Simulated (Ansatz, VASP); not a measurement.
Hf2Pd2Se2Br2O3 in VASP and in Ansatz

File INCAR:

```
SYSTEM = Hf2Pd2Se2Br2O3
PREC = Accurate
ENCUT = 520
EDIFF = 1E-7
ISMEAR = -1
SIGMA = 0.05
LREAL = .False.
LASPH = .True.
NELM = 80
ALGO = Normal
ISIF = 2
LWAVE = .False.
LCHARG = .False.
GGA = PE
NBANDS = 53
KPAR = 4
```

Contents of KPOINTS:

```
Automatic mesh
0
Gamma
  6 6 3
  0 0 0
```

File POSCAR:

```
Hf2Pd2Se2Br2O3
1.0
    5.7589900000      0.0000000000      0.0000000000
   -2.8794900000      4.9874300000      0.0000000000
    0.0000000000      0.0000000000      8.5254700000
Hf Pd Se Br O
2 2 2 2 3
Direct
    0.3315620000      0.6700980000      0.5378170000
    0.6593640000      0.3283960000      0.5392050000
    0.3289270000      0.6575990000      0.1265540000
    0.6656880000      0.3307270000      0.1298140000
    0.3308130000      0.6569910000      0.8575580000
    0.6755670000      0.3345480000      0.8526650000
   -0.0035660000     -0.0015890000      0.1400430000
    0.0003410000     -0.0091100000      0.6528720000
    0.4990610000      0.0058210000      0.4353570000
    0.0007000000      0.5044980000      0.4262630000
    0.5013210000      0.5064860000      0.4286700000
```

The input input.yaml:

```yaml
crystal:
  lattice:
    - [5.75899, 0.0, 0.0]
    - [-2.87949, 4.98743, 0.0]
    - [0.0, 0.0, 8.52547]
  atoms:
    - { symbol: Hf, position: [0.331562, 0.670098, 0.537817] }
    - { symbol: Hf, position: [0.659364, 0.328396, 0.539205] }
    - { symbol: Pd, position: [0.328927, 0.657599, 0.126554] }
    - { symbol: Pd, position: [0.665688, 0.330727, 0.129814] }
    - { symbol: Se, position: [0.330813, 0.656991, 0.857558] }
    - { symbol: Se, position: [0.675567, 0.334548, 0.852665] }
    - { symbol: Br, position: [-0.003566, -0.001589, 0.140043] }
    - { symbol: Br, position: [0.000341, -0.00911, 0.652872] }
    - { symbol: O, position: [0.499061, 0.005821, 0.435357] }
    - { symbol: O, position: [0.0007, 0.504498, 0.426263] }
    - { symbol: O, position: [0.501321, 0.506486, 0.42867] }
hamiltonian:
  xc: pbe
  pseudopotentials: { kind: paw }
kpoints:
  mp_grid: { grid: [6, 6, 3] }
scf:
  occupations: { method: fermi_dirac, width: 0.05 }
output:
  forces: true
  stress: true
  eigenvalues: true
```

Change from the starting cell: atoms moved at random, drawn with an rms of 0.05 Å.

Alike in both runs: task single point; functional PBE; k mesh 6 × 6 × 3; occupations fermi-dirac, width 0.05 eV; no spin polarisation.

|  | VASP | Ansatz |
| --- | --- | --- |
| version | VASP 6.6.1 | Ansatz 0.2.0 |
| potentials or method | VASP PAW PBE potentials, release 64 (Hf_pv, Pd, Se, Br, O) | Ansatz PAW |
| plane-wave cutoff (eV) | 520 | 420 |
| valence electrons in the cell | 84 | 152 |

```tsv
	VASP	Ansatz	Ansatz less VASP
gap on the k mesh at the Fermi level (eV)	none	none	-
pressure (GPa)	0.7	1.1	+0.40
largest component of the traceless stress (GPa)	2.03	2.07	+0.040
rms of the force components (eV/Å)	0.599	0.621	+0.0218
```

Atom by atom the forces differ by 0.058 eV/Å (rms over components). A gap of «none» marks a metal or a gap that the smearing closes. The functional is the same, so the differences come from potentials, cutoffs and numerics. The two sets of potentials don't hold the same shells in valence.

Spin-orbit coupling is left out, which matters for the levels of Hf.
